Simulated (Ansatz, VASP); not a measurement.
# NbAl: VASP beside Ansatz

```
Al Nb
1.0
     2.88895    0.00000    0.00000
    -1.44448    2.50190    0.00000
     0.00000    0.00000    4.77985
Al Nb
1 1
Direct
  0.00000 0.00000 0.00000
  0.33333 0.66667 0.50000
```

Alike in both runs: task single point; functional PBE; k mesh 18 × 18 × 10; occupations gaussian, width 0.1 eV; no spin polarisation.

|  | VASP | Ansatz |
| --- | --- | --- |
| version | VASP 6.6.1 | Ansatz 0.2.0 |
| potentials or method | VASP PAW PBE potentials, release 64 (Al, Nb_sv) | scalar-relativistic, plane waves, PAW |
| plane-wave cutoff (eV) | 520 | 420 |
| valence electrons in the cell | 16 | 16 |

```tsv
	VASP	Ansatz	Ansatz less VASP
gap on the k mesh at the Fermi level (eV)	none	none	-
pressure (GPa)	0.7	1.0	+0.21
largest component of the traceless stress (GPa)	6.74	6.72	-0.016
```

A gap of «none» marks a metal or a gap that the smearing closes.
